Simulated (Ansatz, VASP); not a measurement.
# Cross-check of Mg10Si13O36 between VASP and Ansatz, part 2 of 3

Aim: how closely do two programs agree when they are given the same cell, functional and k mesh? Of the first pair: The structure shown is frame 67 of Ansatz's trajectory.

VASP 6.6.1 and Ansatz 0.2.0.

So far. Step 3 (VASP: single point, PBE, pair 1): The run ends at a pressure of 2.16 GPa, with forces up to 4.8 eV/Å.

### Step 4. Differences

Known differences besides the potentials themselves: fixed occupations in Ansatz, narrow Gaussian smearing in VASP; the data sets hold 368 valence electrons in Ansatz (on its default PAW (the set named soft_2) files) and 288 in VASP; the cutoff is 420 eV in Ansatz and 520 eV in VASP (PREC = Accurate, projectors in real space). Total energies have different zeros and are not compared.

Forces on 9 of the 59 atoms, those with the largest forces and the largest differences (eV/Å; atoms numbered as in POSCAR):

```
atom          Ansatz x, y, z            VASP x, y, z
 Si1    0.064, 2.777, -1.984    0.018, 2.847, -2.003
 Si2     1.092, 1.476, 1.980     1.141, 1.494, 1.963
 Si5    0.888, 2.776, -0.174    0.941, 2.801, -0.145
 Si9   -0.776, -3.666, 3.069   -0.765, -3.677, 3.026
Si12    -0.351, 2.138, 2.772    -0.338, 2.164, 2.844
 O31   -1.051, -0.267, 2.571   -1.074, -0.261, 2.600
 O35  -0.447, -0.994, -1.178  -0.540, -1.032, -1.241
 O37    0.961, -2.564, 0.255    1.024, -2.666, 0.256
 O57  -1.048, -1.112, -1.048  -1.095, -1.179, -1.127
```

The forces differ by 35 meV/Å r.m.s., which is 3.3 % of the r.m.s. force of 1.035 eV/Å (both taken over all components).

### Step 5. Ansatz: dynamics, PBE

One frame of this run of dynamics is then solved in both programs, so the motion causes no difference.

The structure compared here is frame 134 of Ansatz's trajectory.

input.yaml

```yaml
crystal:
  lattice:
    - [9.08761, 0.0, 0.0]
    - [0.0, 9.08761, 0.0]
    - [0.0, 0.0, 9.08761]
  atoms:
    - { symbol: Si, position: [0.00906, 0.03886, 0.25053] }
    - { symbol: Si, position: [0.94968, 0.16491, 0.57661] }
    - { symbol: Si, position: [0.11869, 0.90876, 0.75015] }
    - { symbol: Si, position: [0.09356, 0.5554, 0.24622] }
    - { symbol: Si, position: [0.64654, 0.73603, 0.56668] }
    - { symbol: Si, position: [0.61377, 0.5271, 0.84444] }
    - { symbol: Si, position: [0.47219, 0.15715, 0.33378] }
    - { symbol: Si, position: [0.53654, 0.68298, 0.12282] }
    - { symbol: Si, position: [0.86049, 0.34132, 0.99316] }
    - { symbol: Si, position: [0.38256, 0.28033, 0.81112] }
    - { symbol: Si, position: [0.09003, 0.40099, 0.73843] }
    - { symbol: Si, position: [0.70252, 0.06321, 0.08493] }
    - { symbol: Si, position: [0.2259, 0.25985, 0.12041] }
    - { symbol: Mg, position: [0.41643, 0.48705, 0.39651] }
    - { symbol: Mg, position: [0.74275, 0.49631, 0.29024] }
    - { symbol: Mg, position: [0.00596, 0.67073, 0.55634] }
    - { symbol: Mg, position: [0.88166, 0.78964, 0.29562] }
    - { symbol: Mg, position: [0.94473, 0.6702, 0.9049] }
    - { symbol: Mg, position: [0.7614, 0.98124, 0.79488] }
    - { symbol: Mg, position: [0.31327, 0.8045, 0.41769] }
    - { symbol: Mg, position: [0.20761, 0.83016, 0.09378] }
    - { symbol: Mg, position: [0.44285, 0.92597, 0.84732] }
    - { symbol: Mg, position: [0.57719, 0.0876, 0.60143] }
    - { symbol: O, position: [0.09658, 0.12997, 0.13166] }
    - { symbol: O, position: [0.53408, 0.6488, 0.95005] }
    - { symbol: O, position: [0.85104, 0.99297, 0.18464] }
    - { symbol: O, position: [0.94847, 0.58057, 0.34459] }
    - { symbol: O, position: [0.77978, 0.17547, 0.97205] }
    - { symbol: O, position: [0.65888, 0.60038, 0.68904] }
    - { symbol: O, position: [0.51214, 0.52055, 0.2032] }
    - { symbol: O, position: [0.30831, 0.25817, 0.9731] }
    - { symbol: O, position: [0.06304, 0.66012, 0.09822] }
    - { symbol: O, position: [0.23215, 0.89674, 0.88215] }
    - { symbol: O, position: [0.06147, 0.07708, 0.68895] }
    - { symbol: O, position: [0.52854, 0.67923, 0.46104] }
    - { symbol: O, position: [0.32411, 0.21206, 0.25238] }
    - { symbol: O, position: [0.09605, 0.88427, 0.28418] }
    - { symbol: O, position: [0.9914, 0.33492, 0.61006] }
    - { symbol: O, position: [0.71067, 0.71763, 0.17282] }
    - { symbol: O, position: [0.06664, 0.57437, 0.74566] }
    - { symbol: O, position: [0.51631, 0.27894, 0.4494] }
    - { symbol: O, position: [0.84845, 0.3583, 0.16316] }
    - { symbol: O, position: [0.52317, 0.38524, 0.82699] }
    - { symbol: O, position: [0.18043, 0.82272, 0.6126] }
    - { symbol: O, position: [0.44138, 0.00504, 0.42466] }
    - { symbol: O, position: [0.95551, 0.85444, 0.8094] }
    - { symbol: O, position: [0.59736, 0.87891, 0.66916] }
    - { symbol: O, position: [0.97947, 0.11666, 0.4066] }
    - { symbol: O, position: [0.79074, 0.12511, 0.62971] }
    - { symbol: O, position: [0.15123, 0.40747, 0.17682] }
    - { symbol: O, position: [0.22059, 0.59275, 0.36754] }
    - { symbol: O, position: [0.40126, 0.78072, 0.15468] }
    - { symbol: O, position: [0.01404, 0.34361, 0.89347] }
    - { symbol: O, position: [0.80496, 0.78454, 0.4989] }
    - { symbol: O, position: [0.25542, 0.36375, 0.72252] }
    - { symbol: O, position: [0.43256, 0.12287, 0.75067] }
    - { symbol: O, position: [0.62674, 0.95204, 0.97604] }
    - { symbol: O, position: [0.59036, 0.13264, 0.20242] }
    - { symbol: O, position: [0.76672, 0.4754, 0.91503] }
kpoints:
  mp_grid: { grid: [1, 1, 1] }
hamiltonian:
  xc: pbe
scf:
  occupations: { method: fixed }
output:
  forces: true
md:
  timestep: 1.0
  n_steps: 200
  ensemble: nvt_nose_hoover
  temperature: 400
  initial_velocities: maxwell_boltzmann
  seed: 5301
```

Run with:

```sh
> ansatz run input.yaml --threads 4 --pin off --max-ram 8192MiB --backend cpu --events-out ev --progress --plain --runs-dir out
```

Numbers of over 12 decimals in the logs are rounded to 6 here.

The log of the run:

```text
[...]
Crystal: 59 atoms, lattice volume = 750.497 Å³
Basis set: ecut = 420 eV, 14771 PW (Γ), exchange–correlation on 128×128×128 points (8 copies of the dense FFT grid, shifted against one another)
Bands: 243, of which v1, the nominal top of the filled ones, is band 184 counted from 1 (183 counted from 0)
Symmetry: 1 space group operations
k-points: 1
[...]
atom   8  Si    -0.86410286     0.62009443    -0.94773792
[...]
atom  56  O     -0.82008680     1.32628632     1.05483079
  atom  57  O     -0.51002695     0.48434380    -0.32531264
  atom  58  O     -0.80104645     0.57494022    -0.22944994
  atom  59  O     -0.91088487     0.91117537    -0.77701809
  max |Σ_I F_I| component: 4.18e-5 eV/Å
--- MD trajectory: 200 steps, t = 0.0 → 200.0 fs ---
[...]
conserved energy: peak-to-peak 6.117e-3 eV (1.037e-4 eV/atom) over 200.0 fs
[key lines of the parts left out:]
SCF converged after 8 iterations
Free energy (F): -47998.020510 eV
Fermi energy:    3.857440 eV
```

### Step 6. VASP: single point, PBE, pair 2

The same cell, functional and mesh now go to VASP, with its own data sets.

INCAR

```
SYSTEM = Mg10Si13O36
PREC = Accurate
ENCUT = 520
EDIFF = 1E-06
NELM = 120
ISMEAR = 0
SIGMA = 0.01
LREAL = Auto
ALGO = Normal
GGA = PE
NBANDS = 192
LORBIT = 11
LWAVE = .FALSE.
LCHARG = .FALSE.
ISIF = 2
LASPH = .TRUE.
GGA_COMPAT = .FALSE.
EFERMI = MIDGAP
NCORE = 2
```

POSCAR

```
Mg10Si13O36
1.0
    9.0876100000      0.0000000000      0.0000000000
    0.0000000000      9.0876100000      0.0000000000
    0.0000000000      0.0000000000      9.0876100000
Si Mg O
13 10 36
Direct
    0.0027620023      0.0605109594      0.2491964334
    0.9618920706      0.1529334996      0.5825514079
    0.1088625062      0.9031857661      0.7425494712
    0.1046589807      0.5696987437      0.2359146134
    0.6428092755      0.7378507660      0.5902982192
    0.6128123896      0.5271903174      0.8438302260
    0.4750864089      0.1704078410      0.3295255848
    0.5382163187      0.6769436629      0.1244991808
    0.8523363128      0.3221309013      0.9955532863
    0.3780972115      0.2736032906      0.8123478010
    0.0696332699      0.3961327566      0.7408218442
    0.6996669091      0.0597736919      0.0845216729
    0.2313479562      0.2695428171      0.1377810007
    0.4149605892      0.4932870139      0.3974972518
    0.7348686838      0.4815457530      0.2645029881
    0.9908666855      0.6648062582      0.5415945447
    0.8545040995      0.8011677438      0.2735812826
    0.9571383455      0.6425231717      0.9177550533
    0.7762106869      0.9691547062      0.8007605960
    0.3198200627      0.8122707731      0.4258435386
    0.2023414297      0.8593018406      0.0786455405
    0.4565226721      0.9184152929      0.8610954916
    0.5742654009      0.0949204466      0.5929391776
    0.1096327857      0.1402568992      0.1321689641
    0.5254626904      0.6355466399      0.9458262403
    0.8294259987      0.0049176846      0.1991612756
    0.9313890011      0.5793052299      0.3302958644
    0.7832972586      0.1523172759      0.9505799655
    0.7033092309      0.6013352246      0.7057411135
    0.5191684062      0.5186732265      0.2086027019
    0.3203592584      0.2654053156      0.9822494583
    0.0722412163      0.6678653683      0.0848297847
    0.2458512194      0.9023714706      0.8747184353
    0.0934349075      0.0729014559      0.6829408392
    0.4998123819      0.6916780099      0.5043350232
    0.3236494524      0.2527177113      0.2893059891
    0.0834212736      0.9099752300      0.2652182477
    0.9635316656      0.3263454308      0.6130544775
    0.7202333727      0.7044976622      0.1472444350
    0.0422883464      0.5695006718      0.7331190489
    0.5713823547      0.2882606098      0.4346247253
    0.8373818859      0.3244967599      0.1765480693
    0.5147778129      0.3958796647      0.7921004533
    0.1545290786      0.8088705391      0.5985842262
    0.4555653247      0.0134688879      0.4116373832
    0.9600433997      0.8480447554      0.8206448120
    0.5845101187      0.8838737578      0.6904565667
    0.0099575136      0.1426007498      0.4045288035
    0.8097288506      0.0791517242      0.6247957384
    0.1559926097      0.4228944684      0.1698246294
    0.2313039402      0.6192057098      0.3531621625
    0.4071477539      0.7988789132      0.1802234031
    0.0084840789      0.3374704680      0.9115488011
    0.7971402822      0.7591875091      0.4931549659
    0.2418347618      0.3404195383      0.7219389917
    0.4520330428      0.1186010403      0.7656358492
    0.6297145234      0.9376612773      0.9840431092
    0.5738912651      0.1498193694      0.1797282234
    0.7578450220      0.4638623356      0.9456941924
```

KPOINTS

```
Automatic mesh
0
Gamma
1 1 1
0 0 0
```

Potentials, in the order of the species: Si, Mg and O (PBE family, release 64).

Run with:

```sh
> mpirun -np 8 vasp_gam
```

The log of the run:

```text
[... set-up lines as in an earlier step ...]
 entering main loop
       N       E                     dE             d eps       ncg     rms          rms(c)
DAV:   1     0.251612663250E+04    0.25161E+04   -0.16651E+05   392   0.145E+03
DAV:   2    -0.258526934954E+03   -0.27747E+04   -0.26558E+04   480   0.352E+02
DAV:   3    -0.479310568484E+03   -0.22078E+03   -0.21918E+03   464   0.106E+02
DAV:   4    -0.483195547352E+03   -0.38850E+01   -0.38705E+01   464   0.153E+01
[...]
DAV:  16    -0.419751339137E+03    0.27348E-06   -0.32590E-05   456   0.219E-02    0.916E-03
DAV:  17    -0.419751337895E+03    0.12421E-05   -0.11374E-05   464   0.124E-02    0.604E-03
DAV:  18    -0.419751337788E+03    0.10740E-06   -0.32364E-06   376   0.562E-03
   1 F= -.41975134E+03 E0= -.41975134E+03  d E =0.000000E+00
```

OUTCAR, selected parts (step 6):

```text
  Total      -16.1766409     27.6710910      0.6327802     -0.4007363      4.4181550      8.4209075
  in kB      -34.5342385     59.0728362      1.3508728     -0.8555003      9.4319717     17.9771331
  external PRESSURE =       8.6298235 kB  Pullay stress =       0.0000000 kB

 POSITION                                       TOTAL-FORCE (eV/Angst)
 -----------------------------------------------------------------------------------
      0.02510      0.54990      2.26460        -0.753027      1.462722      1.017306
      8.74130      1.38980      5.29400         1.224512     -1.786796     -1.634642
      0.98930      8.20780      6.74800         2.883828      0.155419      0.309473
      0.95110      5.17720      2.14390        -3.132206      2.899088      1.532977
      5.84160      6.70530      5.36440         1.442716      0.689823      0.352542
      5.56900      4.79090      7.66840         2.745652     -0.538125     -0.151911
      4.31740      1.54860      2.99460         2.843284     -0.490541      0.651470
      4.89110      6.15180      1.13140         0.009857      1.349633      1.450053
      7.74570      2.92740      9.04720        -0.477787     -1.573152      2.580668
      3.43600      2.48640      7.38230         1.390742     -0.187545      0.995367
      0.63280      3.59990      6.73230        -0.096934     -0.918445      1.355168
      6.35830      0.54320      0.76810        -1.761711      1.636786      1.473788
      2.10240      2.44950      1.25210         0.069651      0.453075     -1.232568
      3.77100      4.48280      3.61230         0.546911      0.313574     -0.273474
[...]
-----------------------------------------------------------------------------------
    total drift:                                0.005860      0.012968     -0.021369

  FREE ENERGIE OF THE ION-ELECTRON SYSTEM (eV)
  ---------------------------------------------------
  free  energy   TOTEN  =      -419.7513377878 eV

  energy  without entropy=     -419.7513377878  energy(sigma->0) =     -419.75133779

[... 2 parts as in an earlier step ...]

[... 1 further part left out ...]
[key lines of the parts left out:]
E-fermi :   3.7678
```

The run ends at a pressure of 0.86 GPa, with forces up to 4.5 eV/Å.

### Step 7. Side by side

What differs besides the data sets and the points named for the pairs above, as far as they apply: the data sets hold 368 valence electrons in Ansatz (on its default PAW (the set named soft_2) files) and 288 in VASP. Total energies have different zeros and are not compared.

Forces on 8 of the 59 atoms, those with the largest forces and the largest differences (eV/Å; atoms numbered as in POSCAR):

| atom | Ansatz x, y, z | VASP x, y, z |
| --- | --- | --- |
| Si3 | 2.847, 0.147, 0.271 | 2.884, 0.155, 0.309 |
| Si4 | -3.107, 2.914, 1.544 | -3.132, 2.899, 1.533 |
| Si7 | 2.854, -0.508, 0.682 | 2.843, -0.491, 0.651 |
| Si9 | -0.498, -1.555, 2.610 | -0.478, -1.573, 2.581 |
| O27 | 3.069, 0.116, -0.585 | 3.034, 0.124, -0.565 |
| O35 | -1.722, -1.665, -1.277 | -1.812, -1.704, -1.333 |
| O37 | 0.416, -3.038, 0.048 | 0.465, -3.153, 0.045 |
| O40 | 0.054, -0.499, 0.133 | 0.021, -0.401, 0.125 |

The forces differ by 34 meV/Å r.m.s., which is 3.1 % of the r.m.s. force of 1.098 eV/Å (both taken over all components).

### Step 8. Ansatz: dynamics, PBE

One frame of this run of dynamics is then solved in both programs, so the motion causes no difference.

The structure compared here is frame 200 of Ansatz's trajectory.

input.yaml is that of step 5.

Run with:

```sh
> ansatz run input.yaml --threads 4 --pin off --max-ram 8192MiB --backend cpu --events-out ev --progress --plain --runs-dir out
```

The log of the run:

```text
[...]
Crystal: 59 atoms, lattice volume = 750.497 Å³
Basis set: ecut = 420 eV, 14771 PW (Γ), exchange–correlation on 128×128×128 points (8 copies of the dense FFT grid, shifted against one another)
Bands: 243, of which v1, the nominal top of the filled ones, is band 184 counted from 1 (183 counted from 0)
Symmetry: 1 space group operations
k-points: 1
[...]
atom   8  Si    -0.86410286     0.62009443    -0.94773792
[...]
atom  56  O     -0.82008680     1.32628632     1.05483079
  atom  57  O     -0.51002695     0.48434380    -0.32531264
  atom  58  O     -0.80104645     0.57494022    -0.22944994
  atom  59  O     -0.91088487     0.91117537    -0.77701809
  max |Σ_I F_I| component: 4.18e-5 eV/Å
--- MD trajectory: 200 steps, t = 0.0 → 200.0 fs ---
[...]
conserved energy: peak-to-peak 6.117e-3 eV (1.037e-4 eV/atom) over 200.0 fs
[key lines of the parts left out:]
SCF converged after 8 iterations
Free energy (F): -47998.020510 eV
Fermi energy:    3.857440 eV
```

[end of part 2 of 3]

[Lines on the potential files, build, host, timing and source positions are cut from VASP's logs without a mark.]

[Logs are printed without paths, hosts, clocks, repeated set-up lines and the standing remarks that a program may print on its own settings, such as how far it seeks lower states.]

[Hosts, paths, dates, database ids (printed as entryN), source tags and the programs' standing remarks are cut or masked in the printed files.]
